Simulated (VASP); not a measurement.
Computed with PBEsol GGA, VASP's PBE PAW potentials (set 64) (plane waves; VASP).

VASP input:

### POSCAR
```
NiSb
1
    1.9562638644    -3.3883485670     0.0000000000
    1.9562638644     3.3883485670     0.0000000000
    0.0000000000     0.0000000000     5.0770128701
Ni Sb
2 2
Direct
  0.0000000000   0.0000000000   0.5000000000
  0.0000000000   0.0000000000   0.0000000000
  0.3333330000   0.6666670000   0.2500000000
  0.6666670000   0.3333330000   0.7500000000
```

**INCAR**
```
ALGO = Normal
EDIFF = 1E-7
ENCUT = 520
GGA = PS
ISIF = 2
ISMEAR = -5
LASPH = .TRUE.
LCHARG = .TRUE.
LEFG = .TRUE.
LMAXMIX = 4
LORBIT = 11
LREAL = .FALSE.
LWAVE = .FALSE.
NEDOS = 601
NELM = 100
PREC = Accurate
SYSTEM = NiSb
```

File KPOINTS:
```
kpoints
0
gamma
  10 10 7
0 0 0
```

POTCAR, in this order: Ni Sb (PBE.64 set). Program: vasp_std.

What will the output report for the number of irreducible k-points (NKPTS), largest plane-wave count, number of space-group operations, FFT grid (NGX, NGY, NGZ)?

| Quantity | Result |
|---|---|
| number of irreducible k-points (NKPTS) | 56 |
| largest plane-wave count | 1843 |
| number of space-group operations | 24 |
| FFT grid (NGX, NGY, NGZ) | 30 × 30 × 40 |

The compound is NiSb in the NiAs type structure. It was relaxed first. The run is not spin-polarised, so no magnetic state was tried.
